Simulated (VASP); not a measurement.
Set up this calculation in VASP 6.6.1, as the native input.

```yaml
Task: single point
Functional: PBE
Potentials_or_basis: VASP PAW PBE potentials, release 64 (F, K_sv, Tl_d, Mo_sv)
Cutoff: 520 eV
k_mesh: 3 × 3 × 2
Occupations: gaussian, width 0.1 eV
Spin: no spin polarisation
Dipole_correction: no
Further_INCAR_settings: ALGO = Fast; EDIFF = 1e-06; NBANDS = 56
```

The structure of KTl2MoF6 lies in POSCAR:

```
KTl2MoF6
1.0
    6.0568500000     -0.9070730000     -0.2698390000
    1.4025080000      4.3033940000      0.0704190000
    0.0739030000     -0.1745530000      6.7062830000
F K Tl Mo
6 1 2 1
Direct
    0.6316002218      0.7549233181      0.3495555477
    0.1641972528      0.4823140525      0.1245896944
    0.8789331531      1.0103378958      0.5970765712
    0.5791428798      0.7858858971      0.8769358580
    0.9993352233      0.7511569079      0.3107029481
    0.5095225136      0.4044511654      0.1112075048
    0.2959517072      0.2549435629      0.7244836584
    0.9253356641      0.9008283284      0.9576302134
    0.3170260076      0.9825875708      0.2405328178
    0.7649279677      0.4749895356      0.6380446679
```

The cell was built by a generator and needn't be a form met in nature.

The input as run:

INCAR

```
SYSTEM = KTl2MoF6
PREC     = Accurate       ! precision mode
ENCUT    = 520            ! plane-wave cutoff, eV
EDIFF    = 1E-6           ! SCF threshold, eV
ISMEAR   = 0              ! smearing method
SIGMA    = 0.1            ! smearing width, eV
LREAL    = .FALSE.        ! projectors in reciprocal space
LASPH    = .TRUE.         ! aspherical terms in the spheres
NELM     = 100            ! most SCF steps
ALGO     = Fast           ! electronic algorithm
ISIF     = 2              ! what is computed and relaxed
LWAVE    = .FALSE.        ! write WAVECAR
LCHARG   = .TRUE.         ! write CHGCAR
GGA      = PE             ! functional
LELF     = .TRUE.         ! ELF
LVHAR    = .TRUE.       
NBANDS   = 56             ! bands
```

KPOINTS

```
Automatic mesh
0
G
  3 3 2
  0 0 0
```

Potentials or basis: VASP PAW PBE potentials, release 64 (F, K_sv, Tl_d, Mo_sv).

Command:

```sh
$ cat potpaw_PBE.64/F/POTCAR potpaw_PBE.64/K_sv/POTCAR potpaw_PBE.64/Tl_d/POTCAR potpaw_PBE.64/Mo_sv/POTCAR > POTCAR
$ mpirun -np 1 vasp_std > vasp.out
```

It gave:

```json
{
  "Pressure": "3.6 GPa",
  "Largest force": "3.292 eV/Å",
  "Band gap on the k mesh": "none (metal or under the smearing width)"
}
```

Caveat: the k mesh is coarse (spacing up to 0.47 Å⁻¹), so the values aren't converged; an odd number of electrons without spin polarisation forces a metal; a magnetic or distorted state may lie lower.

It took 100 s on 1 thread of Intel(R) Xeon(R) 6975P-C (Granite Rapids), with other jobs on the host, peak memory 0.34 GiB.
